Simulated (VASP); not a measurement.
The system is CsPbCl3.

```xyz
5
Lattice="5.6050 0.0000 0.0000 0.0000 5.6050 0.0000 0.0000 0.0000 5.6050" Properties=species:S:1:pos:R:3 pbc="T T T"
Cs    2.8025    2.8025    2.8025
Pb    0.0000    0.0000    0.0000
Cl    2.8025    0.0000    0.0000
Cl    0.0000    2.8025    0.0000
Cl    0.0000    0.0000    2.8025
```

The cell was built by a generator and needn't be a form met in nature.

- Program: VASP 6.6.1
- Task: relaxation of cell and atoms
- Functional: LDA
- Potentials or basis: VASP PAW LDA potentials, release 64 (Cs_sv, Pb_d, Cl)
- Cutoff: 600 eV
- k mesh: 6 × 6 × 6
- Occupations: gaussian, width 0.01 eV
- Spin: no spin polarisation

At the start: pressure -1.2 GPa; volume 35.22 Å³/atom.

**Question.** How do energy, volume and symmetry change on relaxing?

**Answer.** Over 5 steps the energy falls by 5.6 meV/atom and the volume is 33.73 Å³/atom (-4.2 %); space group Pm-3m (No. 221, to 0.05 Å).

Step by step:
```tsv
step	energy change (eV)	largest force (eV/Å)	pressure (GPa)	volume (Å³)
1	0.0000	0.0000	-1.15	176.09
2	-0.0273	0.0000	-0.13	169.71
3	-0.0278	0.0000	-0.08	169.10
4	-0.0276	0.0000	0.13	167.89
5	-0.0279	0.0000	-0.01	168.65
```

Final structure:
```
Cs Pb Cl
1.0
     5.52497    0.00000    0.00000
     0.00000    5.52497    0.00000
     0.00000    0.00000    5.52497
Cs Pb Cl
1 1 3
Cartesian
  2.7625 2.7625 2.7625
  0.0000 0.0000 0.0000
  2.7625 0.0000 0.0000
  0.0000 2.7625 0.0000
  0.0000 0.0000 2.7625
```
